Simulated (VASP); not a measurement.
All values below come from PBEsol GGA, VASP's PBE PAW potentials (set 64) (plane waves; VASP).

The input files of a VASP run:

File KPOINTS:
```
Automatic mesh
0
Gamma
15 15 15
0 0 0
```

### INCAR
```
ISIF = 2   # forces and stress, cell fixed
ALGO = Normal
EDIFF = 1E-7
GGA = PS
LASPH = .TRUE.   # aspherical one-centre terms
NEDOS = 601   # DOS grid
ISMEAR = -5   # tetrahedra, Bloechl
LWAVE = .FALSE.
LMAXMIX = 4   # l cut-off of mixed one-centre charges
ENCUT = 400   # plane-wave cut-off (eV)
LCHARG = .TRUE.
PREC = Accurate
LORBIT = 11   # lm-projected
LREAL = .FALSE.
SYSTEM = Br
NELM = 100   # most electronic steps
```

File POSCAR:
```
Br
1.0
  0.0000000000   2.2821708514   2.2821708514
  2.2821708514   0.0000000000   2.2821708514
  2.2821708514   2.2821708514   0.0000000000
Br
1
Cartesian
  0.0000000000   0.0000000000   0.0000000000
```

POTCAR, in this order: Br (PBE.64 set). Program: vasp_std.

Output of the run:

OSZICAR:
```
       N       E                     dE             d eps       ncg     rms          rms(c)
DAV:   1     0.186152872585E+02    0.18615E+02   -0.26211E+03  1694   0.626E+02
DAV:   2    -0.854638952812E+00   -0.19470E+02   -0.19306E+02  2373   0.102E+02
DAV:   3    -0.128698990162E+01   -0.43235E+00   -0.43002E+00  1967   0.176E+01
DAV:   4    -0.128770458523E+01   -0.71468E-03   -0.71910E-03  2989   0.857E-01
DAV:   5    -0.128770468568E+01   -0.10044E-06   -0.10319E-06  1988   0.673E-03    0.505E+00
DAV:   6    -0.128665463379E+01    0.10501E-02   -0.23547E-03  2366   0.341E-01    0.310E+00
DAV:   7    -0.128670177400E+01   -0.47140E-04   -0.34729E-03  1932   0.433E-01    0.719E-02
DAV:   8    -0.128664585116E+01    0.55923E-04   -0.24179E-04  2219   0.100E-01    0.743E-03
DAV:   9    -0.128664638126E+01   -0.53010E-06   -0.17888E-06  2849   0.144E-02    0.394E-03
DAV:  10    -0.128664650130E+01   -0.12003E-06   -0.16900E-07  2303   0.444E-03    0.290E-03
DAV:  11    -0.128664652553E+01   -0.24236E-07   -0.32613E-08  1687   0.152E-03
   1 F= -.12866465E+01 E0= -.12866465E+01  d E =0.000000E+00
```

OUTCAR:
```
------------------------ aborting loop because EDIFF is reached ----------------------------------------
  FORCE on cell =-STRESS in cart. coord.  units (eV):
  Direction    XX          YY          ZZ          XY          YZ          ZX
  --------------------------------------------------------------------------------------
  Total       -0.0157294     -0.0157294     -0.0157294      0.0000000     -0.0000000     -0.0000000
  in kB       -1.0601026     -1.0601026     -1.0601026      0.0000000     -0.0000000     -0.0000000
  external PRESSURE =      -1.0601026 kB  Pullay stress =       0.0000000 kB
  volume of cell :       23.77
      direct lattice vectors                 reciprocal lattice vectors
     0.000000000  2.282170851  2.282170851    -0.219089644  0.219089644  0.219089644
     2.282170851  0.000000000  2.282170851     0.219089644 -0.219089644  0.219089644
     2.282170851  2.282170851  0.000000000     0.219089644  0.219089644 -0.219089644
 POSITION                                       TOTAL-FORCE (eV/Angst)
 -----------------------------------------------------------------------------------
      0.00000      0.00000      0.00000         0.000000      0.000000     -0.000000
 -----------------------------------------------------------------------------------
    total drift:                                0.000000      0.000000     -0.000000
  FREE ENERGIE OF THE ION-ELECTRON SYSTEM (eV)
  ---------------------------------------------------
  free  energy   TOTEN  =        -1.2866465255 eV

  energy  without entropy=       -1.2866465255  energy(sigma->0) =       -1.28664653

 total charge

# of ion       s       p       d       tot
------------------------------------------
    1        1.642   2.987   0.026   4.655
```
(Selected blocks of OUTCAR.)

For a metal the tetrahedron method with Blöchl corrections gives inexact stress and forces.

The structure was generated: Br was put into the fcc type (Fm-3m), which need not be its known phase. It was relaxed first, which changed the volume by -10 %.
